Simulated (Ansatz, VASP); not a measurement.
## Cross-check of ZrB2 (ZrB2 strained to the junction's net) between VASP and Ansatz

Aim: how closely do two programs agree when they are given the same cell, functional and k mesh? The structure shown is the end of the Ansatz relaxation below.

Calculated with Ansatz 0.2.0; plane waves, with VASP 6.6.1 beside it; single point at PBE.

## (1) The starting structure

It takes space group P6/mmm (No. 191, hexagonal). The conventional cell has a = 3.203 Å, b = 3.203 Å, c = 3.524 Å, α = 90.00°, β = 90.00°, γ = 120.00°. Zr has 12 B at 2.55 Å nearest. Nearest to B lie 3 B at 1.85 Å and 6 Zr at 2.55 Å. Farther neighbours are not listed.

## (2) Ansatz: relaxation, PBE

Ansatz runs on its default PAW (the set named soft_2) files.

This run makes the geometry at which the two programs are then compared.

input.yaml reads:

```yaml
crystal:
  lattice:
    - [3.203, 0.0, 0.0]
    - [-1.6015, 2.7738793683, 0.0]
    - [0.0, 0.0, 3.5320267296]
  atoms:
    - { symbol: Zr, position: [0.0, 0.0, 0.0] }
    - { symbol: B, position: [0.3333333333, 0.6666666667, 0.5] }
    - { symbol: B, position: [0.6666666667, 0.3333333333, 0.5] }
kpoints:
  mp_grid: { grid: [12, 12, 9] }
scf:
  occupations: { method: fermi_dirac, width: 0.1 }
  max_iter: 150
hamiltonian:
  xc: pbe
relax:
  f_tol: 0.01
  max_steps: 40
  cell: { fix: [a, b, angles] }
```

On the command line:

```console
> ansatz run input.yaml --threads 4 --pin off --max-ram 12288MiB --backend cpu --events-out ev --progress --plain --runs-dir out
```

Numbers of over 12 decimals in the logs are rounded to 6 here.

The program printed:

```text
Engine: ansatz 0.2.0, aarch64-unknown-linux-gnu
Pseudopotentials: kind: paw
Pseudopotential: Zr, paw, valence charge 12, recommended cutoff 420 eV (normal), Zr.paw.azcp
Pseudopotential: B, paw, valence charge 3, recommended cutoff 420 eV (normal), B.paw.azcp
Functional definition: PBE
  parameter kappa = 0.804
  parameter beta = 0.066725
  exchange = pbe_x(kappa = kappa, mu = beta*pi^2/3)
  correlation = pbe_c(beta = beta)
Crystal: 3 atoms, lattice volume = 31.381 Å³
Basis set: ecut = 420 eV, 599 PW (Γ), exchange–correlation on 48×48×48 points (8 copies of the dense FFT grid, shifted against one another)
Bands: 13, of which v1, the nominal top of the filled ones, is band 9 counted from 1 (8 counted from 0)
Symmetry: 24 space group operations
Space group: P6/mmm (ITA 191), of the structure as read, at distance tolerance 3.2e-5 Å
k-points: 95 of 1296
Non-local potential: Zr, projectors of the file, l = 0: 3, l = 1: 2, l = 2: 2, l = 3: 2
Non-local potential: B, projectors of the file, l = 0: 2, l = 1: 2, l = 2: 1
PAW form: soft (Blöchl's): semilocal exchange-correlation on the pseudo side does not see the compensation charge
PAW one-centre angular grid: Zr, 590 points (default); XC on 64 Gauss nodes
PAW one-centre angular grid: B, 110 points (default); XC on 64 Gauss nodes
Initial density: superposition of atomic densities (neutral atoms: chi_scale 0, normalization atom), corrected by the library's trained network
Initial wavefunctions: pseudopotential atomic-orbital guess
Functional: x = pbe(κ = 0.804, μ = 0.219515), c = pbe(β = 0.066725)
SCF iter   1: F=—  HF=-4498.717122 eV  |F-HF|=—  |Δ(HF+E_count)|=         —  Δρ=1.63e-3  dr2=7.47e-4  ethr=1.77e-3  ⟨swp⟩=4.8  Hψ=5974  notcnv=0
preconditioner: auto → none  [metal: Δε(μ)=0.180 eV  Ē_g=8.721 eV  σ=0.100 eV  W_gap=0.41  n_scr=8 (ndim 8)  ℏωp=21.0 eV  f_vac=0.000  D(μ)=0.24/eV (n_scr^D=0)  sad-step TF]
SCF iter   2: F=—  HF=-4498.717035 eV  |F-HF|=—  |Δ(HF+E_count)|=   8.70e-5  Δρ=8.76e-4  dr2=2.23e-4  ethr=4.15e-6  ⟨swp⟩=2.4  Hψ=2666  notcnv=0
SCF iter   3: F=—  HF=-4498.717051 eV  |F-HF|=—  |Δ(HF+E_count)|=   1.63e-5  Δρ=3.07e-4  dr2=3.48e-5  ethr=1.24e-6  ⟨swp⟩=2.0  Hψ=1710  notcnv=0
SCF iter   4: F=—  HF=-4498.717051 eV  |F-HF|=—  |Δ(HF+E_count)|=   5.32e-7  Δρ=9.18e-5  dr2=1.77e-6  ethr=1.93e-7  ⟨swp⟩=2.9  Hψ=2102  notcnv=0
iter 5 did not close the SCF: its close was put off for the readings that it lacked (scf_convergence_deferred on its scf_iter line)
SCF iter   5: F=-4498.717051 eV  HF=-4498.717051 eV  |F-HF|=7.00e-8  |Δ(HF+E_count)|=   3.38e-7  Δρ=2.08e-5  dr2=9.81e-8  ethr=9.83e-9  ⟨swp⟩=2.7  Hψ=2067  notcnv=0
SCF iter   6: F=-4498.717051 eV  HF=-4498.717051 eV  |F-HF|=1.55e-9  |Δ(HF+E_count)|=   2.36e-8  Δρ=2.61e-6  dr2=1.98e-9  ethr=5.45e-10  ⟨swp⟩=2.0  Hψ=4561  notcnv=0
SCF 1 converged in 6 iterations: F = -4498.717051 eV  dr2 = 1.98e-9
  greatest PAW one-centre occupation: 0.996 electrons in one spin orbital (limit 2), on the Zr atom at site 0 (counted from 0), in its partial waves of l = 0
relax step   1: F+E_penalty+E_count = -4498.71705113 eV  Δ(F+E_penalty+E_count) = +0.000e0 eV  max|allowed force component| = 3.269e-16 eV/Å  Δτ_max = 0.0000 Å  P = -4.124 GPa  Ω = 31.381 Å³  fix = [a, b, alpha, beta, gamma]  reactions: a -5.702, b -5.702 GPa  (6 SCF iters, dr2 threshold 1.00e-7 eV, accepted)
[...]
relax step   2: F+E_penalty+E_count = -4498.71723309 eV  Δ(F+E_penalty+E_count) = -1.820e-4 eV  max|allowed force component| = 5.119e-16 eV/Å  Δτ_max = 0.0000 Å  P = -3.149 GPa  Ω = 31.239 Å³  energy of the carried Pulay correction = +1.757e-4 eV  fix = [a, b, alpha, beta, gamma]  reactions: a -5.203, b -5.203 GPa  (4 SCF iters, dr2 threshold 3.00e-7 eV, accepted)
[...]
relax step   3: F+E_penalty+E_count = -4498.71735586 eV  Δ(F+E_penalty+E_count) = -1.228e-4 eV  max|allowed force component| = 2.776e-16 eV/Å  Δτ_max = 0.0000 Å  P = -3.637 GPa  Ω = 31.310 Å³  energy of the carried Pulay correction = +8.812e-5 eV  fix = [a, b, alpha, beta, gamma]  reactions: a -5.454, b -5.454 GPa  (3 SCF iters, dr2 threshold 3.00e-7 eV, accepted)
[...]
relax step   4: F+E_penalty+E_count = -4498.71727061 eV  Δ(F+E_penalty+E_count) = +8.525e-5 eV  max|allowed force component| = 2.837e-16 eV/Å  Δτ_max = 0.0000 Å  P = -3.641 GPa  Ω = 31.310 Å³  fix = [a, b, alpha, beta, gamma]  reactions: a -5.456, b -5.456 GPa  stress off target by 1.14e-2 GPa on what of the cell is left free  SCF on the basis re-selected at this cell (its energy is not comparable with the rows above)  (5 SCF iters)
basis re-selected at this cell: Δ(F+E_penalty+E_count) = +8.525e-5 eV, ΔP = -0.004 GPa vs the last step (what re-selecting the basis moved, of the pressure what is left beyond the Pulay correction that the steps carried, after the strain that the cell walked since its last selection, with what the two solves' SCF thresholds leave and, on support functions, any second-order correction that the steps lacked; it is no m [...]
SCF converged after 5 iterations
Free energy (F): -4498.717271 eV
Harris-Foulkes:  -4498.717271 eV  (|F-HF|=9.09e-13)
Internal energy: -4498.708918 eV  (E = F + TS)
E sigma→0 (E₀):  -4498.713094 eV
Entropy (-TS):   -0.008353 eV (-2.784 meV/atom)
Fermi energy:    15.529589 eV
--- Per-component energies (eV) ---
  E_band       = -30.523233
  E_kinetic    = 433.427622
  E_local      = -565.418703  (includes V_loc(G=0)·N_el)
  E_nonlocal   = 100.400782
  E_hartree    = 178.427690
  E_xc         = -228.391360
  E_vxc        = -270.608162  (∫ρ·V_xc dr)
  E_paw        = -3110.795223  (= ΣΔE_a)
  E_vpaw       = -85.180191  (= ΣTr[D̂ρ^β])
  E_aug_tail   = 0.000016  (compensation charges beyond the density's cutoff)
  E_ewald      = -1306.359742
  E_smearing   = -0.008353  (= −TS)
  E_closure    = -0.000000  (closes the sum)
  Σ components = -4498.717271   (vs F -4498.717271, Δ=0.00e0)
--- Forces (eV/Å), atoms counted from 1 ---
  atom   1  Zr    -0.00000000     0.00000000     0.00000000
  atom   2  B     -0.00000000     0.00000000    -0.00000000
  atom   3  B      0.00000000    -0.00000000     0.00000000
  max |Σ_I F_I| component: 3.70e-17 eV/Å
--- Stress (GPa, compression-positive) ---
       -5.455908       0.000000      -0.000000
       -0.000000      -5.455908      -0.000000
       -0.000000      -0.000000      -0.011364
  P = ⅓ Tr σ = -3.6411 GPa (-36.411 kbar)
--- Relaxed structure (3 steps of the walk, 3 accepted, 1 SCFs on fresh bases) ---
  F+E_penalty+E_count = -4498.71727061 eV   max|allowed force component| = 2.837e-16 eV/Å   (the final SCF, on the basis selected at the relaxed cell)
  cell:  # Å, volume = 31.3099 Å³
    - [3.203000, 0, 0]
    - [-1.601500, 2.773879, 0]
    - [0, 0, 3.524008]
  atoms:
    - { symbol: Zr, position: [0, 0, 0.0] }
    - { symbol: B, position: [0.333333, 0.666667, 0.500000] }
    - { symbol: B, position: [0.666667, 0.333333, 0.500000] }
```

## (3) VASP: single point, PBE

The same cell, functional, mesh and smearing now go to VASP, with its own data sets.

Lines of VASP's logs that name or quote its potential files are left out, and so is its time.

INCAR reads:

```
SYSTEM = ZrB2
PREC = Accurate
ENCUT = 500
EDIFF = 1E-06
NELM = 120
ISMEAR = -1
SIGMA = 0.1
LREAL = .FALSE.
ALGO = Normal
GGA = PE
NBANDS = 15
LASPH = .TRUE.
LORBIT = 11
LWAVE = .FALSE.
LCHARG = .FALSE.
ISIF = 2
GGA_COMPAT = .FALSE.
```

POSCAR reads:

```
ZrB2
1.0
    3.2030000000      0.0000000000      0.0000000000
   -1.6015000000      2.7738793683      0.0000000000
    0.0000000000      0.0000000000      3.5240075852
Zr B
1 2
Direct
    0.0000000000      0.0000000000      0.0000000000
    0.3333333333      0.6666666667      0.5000000000
    0.6666666667      0.3333333333      0.5000000000
```

KPOINTS reads:

```
Automatic mesh
0
Gamma
12 12 9
0 0 0
```

PAW data sets: Zr_sv and B (PBE family, release 64).

On the command line:

```console
> mpirun -np 1 vasp_std
```

The program printed:

```text
[banner, memory and clock lines left out]
running    1 mpi-ranks, on    1 nodes
 distrk:  each k-point on    1 cores,    1 groups
 distr:  one band on    1 cores,    1 groups

 POSCAR found type information on POSCAR ZrB
 POSCAR found :  2 types and       3 ions
 LDA part: xc-table for (Slater+PW92), standard interpolation
 POSCAR, INCAR and KPOINTS ok, starting setup
 FFT: planning ... GRIDC
 FFT: planning ... GRID_SOFT
 FFT: planning ... GRID
 WAVECAR not read
 entering main loop
       N       E                     dE             d eps       ncg     rms          rms(c)
DAV:   1     0.100137210634E+03    0.10014E+03   -0.94986E+03  2850   0.116E+03
DAV:   2    -0.231925687678E+02   -0.12333E+03   -0.11878E+03  3571   0.296E+02
DAV:   3    -0.275210582708E+02   -0.43285E+01   -0.42975E+01  4664   0.473E+01
DAV:   4    -0.275758917555E+02   -0.54833E-01   -0.54816E-01  3196   0.513E+00
DAV:   5    -0.275770167833E+02   -0.11250E-02   -0.11250E-02  4549   0.521E-01    0.209E+01
DAV:   6    -0.250155451607E+02    0.25615E+01   -0.61691E+00  3488   0.168E+01    0.835E+00
DAV:   7    -0.249759282885E+02    0.39617E-01   -0.69896E-01  4203   0.526E+00    0.299E+00
DAV:   8    -0.249785676140E+02   -0.26393E-02   -0.92953E-02  3457   0.260E+00    0.522E-01
DAV:   9    -0.249746957986E+02    0.38718E-02   -0.19640E-02  3586   0.107E+00    0.183E-01
DAV:  10    -0.249745135299E+02    0.18227E-03   -0.12055E-03  3423   0.323E-01    0.400E-02
DAV:  11    -0.249745228594E+02   -0.93295E-05   -0.54090E-05  3975   0.717E-02    0.105E-02
DAV:  12    -0.249745215805E+02    0.12789E-05   -0.26501E-06  3148   0.116E-02    0.394E-03
DAV:  13    -0.249745215672E+02    0.13357E-07   -0.29013E-07  1600   0.504E-03
   1 F= -.24974522E+02 E0= -.24970347E+02  d E =-.834963E-02
```

Parts of OUTCAR (step 3):

```text
ion  position               nearest neighbor table
   1  0.000  0.000  0.000-   2 2.55   3 2.55   2 2.55   3 2.55   2 2.55   2 2.55   3 2.55   3 2.55
                             3 2.55   3 2.55   2 2.55   2 2.55
   2  0.333  0.667  0.500-   3 1.85   3 1.85   3 1.85   1 2.55   1 2.55   1 2.55   1 2.55   1 2.55
                             1 2.55
   3  0.667  0.333  0.500-   2 1.85   2 1.85   2 1.85   1 2.55   1 2.55   1 2.55   1 2.55   1 2.55
                             1 2.55

  LATTYP: Found a hexagonal cell.
 ALAT       =     3.2030000000
 C/A-ratio  =     1.1002209133

 Subroutine GETGRP returns: Found 24 space group operations
 (whereof 24 operations were pure point group operations)

The static configuration has the point symmetry D_6h.

 Found     95 irreducible k-points:

   k-points           NKPTS =     95   k-points in BZ     NKDIM =     95   number of bands    NBANDS=     15

   dimension x,y,z NGX =    24 NGY =   24 NGZ =   28
   dimension x,y,z NGXF=    48 NGYF=   48 NGZF=   56

   ENCUT  =  500.0 eV  36.75 Ry    6.06 a.u.   5.84  5.84  6.43*2*pi/ulx,y,z

   NELECT =      18.0000    total number of electrons

 k-points in reciprocal lattice and weights: Automatic mesh
   0.00000000  0.00000000  0.00000000       0.001
   0.08333333 -0.00000000  0.00000000       0.005
   0.16666667 -0.00000000  0.00000000       0.005
   0.25000000  0.00000000  0.00000000       0.005
   0.33333333  0.00000000  0.00000000       0.005
   0.41666667 -0.00000000  0.00000000       0.005
   0.50000000  0.00000000  0.00000000       0.002
   0.08333333  0.08333333  0.00000000       0.005
   0.16666667  0.08333333  0.00000000       0.009
[...]
0.33333333  0.25000000  0.44444444       0.019
   0.33333333  0.33333333  0.44444444       0.003

 average (electrostatic) potential at core
       1 -73.0962       2 -22.3198       3 -22.3198

 E-fermi :  10.3575

 k-point     1 :       0.0000    0.0000    0.0000
  band No.  band energies     occupation
    ...
      5      -2.3000      2.00000
      6       7.6467      2.00000
      7       7.6467      2.00000
      8       7.8225      2.00000
      9       8.0737      2.00000
     10      13.6393      0.00000
     11      13.6393      0.00000
     12      14.5161      0.00000
     13      14.5161      0.00000
     14      14.8817      0.00000
    ...

 k-point     2 :       0.0833   -0.0000    0.0000
  band No.  band energies     occupation
    ...
      5      -2.1637      2.00000
      6       7.2430      2.00000
      7       7.6508      2.00000
      8       7.9236      2.00000
      9       7.9461      2.00000
     10      13.5570      0.00000
     11      13.6738      0.00000
     12      13.8623      0.00000
     13      13.9735      0.00000
     14      15.4758      0.00000
    ...

 k-point     3 :       0.1667   -0.0000    0.0000
  band No.  band energies     occupation
    ...
      5      -1.7698      2.00000
      6       6.2892      2.00000
      7       7.5698      2.00000
      8       7.6340      2.00000
      9       8.2220      2.00000
     10      12.7435      0.00000
     11      13.3432      0.00000
     12      13.6093      0.00000
     13      14.2090      0.00000
     14      16.3267      0.00000
    ...

  Total       -1.0394161     -1.0394161      0.0370804      0.0000000      0.0000000     -0.0000000
  in kB      -53.1886171    -53.1886171      1.8974648      0.0000000      0.0000000     -0.0000000
  external PRESSURE =     -34.8265898 kB  Pullay stress =       0.0000000 kB

  energy-cutoff  :      500.00
  volume of cell :       31.31
      direct lattice vectors                 reciprocal lattice vectors
     3.203000000  0.000000000  0.000000000     0.312207306  0.180252972  0.000000000
    -1.601500000  2.773879368  0.000000000     0.000000000  0.360505944  0.000000000
     0.000000000  0.000000000  3.524007585     0.000000000  0.000000000  0.283767834

 POSITION                                       TOTAL-FORCE (eV/Angst)
 -----------------------------------------------------------------------------------
      0.00000      0.00000      0.00000        -0.000000     -0.000000      0.000000
     -0.00000      1.84925      1.76200         0.000000     -0.000000      0.000000
      1.60150      0.92463      1.76200        -0.000000      0.000000     -0.000000
 -----------------------------------------------------------------------------------
    total drift:                               -0.000000      0.000000      0.000000

  FREE ENERGIE OF THE ION-ELECTRON SYSTEM (eV)
  ---------------------------------------------------
  free  energy   TOTEN  =       -24.9745215672 eV

  energy  without entropy=      -24.9661719416  energy(sigma->0) =      -24.97034675

 total charge
# of ion       s       p       d       tot
------------------------------------------
    1        2.164   6.026   1.749   9.940
    2        0.659   1.219   0.000   1.878
    3        0.659   1.219   0.000   1.878
--------------------------------------------------
tot          3.482   8.464   1.749  13.695

[... 3 further parts left out ...]
```

The run ends at a pressure of -3.48 GPa.

## (4) Comparison

Known differences besides the potentials themselves: the cutoff is 420 eV in Ansatz and 500 eV in VASP; Ansatz's pressure holds a Pulay correction, VASP's none. Total energies have different zeros and are not compared.

Compared:

```tsv
quantity	Ansatz	VASP	difference
pressure (GPa)	-3.64	-3.48	-0.16
```

## (5) Summary of results

* difference in pressure (single point, PBE): -0.16 GPa

The difference in pressure is -0.16 GPa (single point, PBE), within the 1 GPa picked in this series as the mark of a large difference. How closely two codes agree says nothing of how well the functional describes the real material.

[Lines on the potential files, build, host, timing and source positions are cut from VASP's logs without a mark.]

[Logs are printed without paths, hosts, clocks, repeated set-up lines and the standing remarks that a program may print on its own settings, such as how far it seeks lower states.]

[Hosts, paths, dates, database ids (printed as entryN), source tags and the programs' standing remarks are cut or masked in the printed files.]
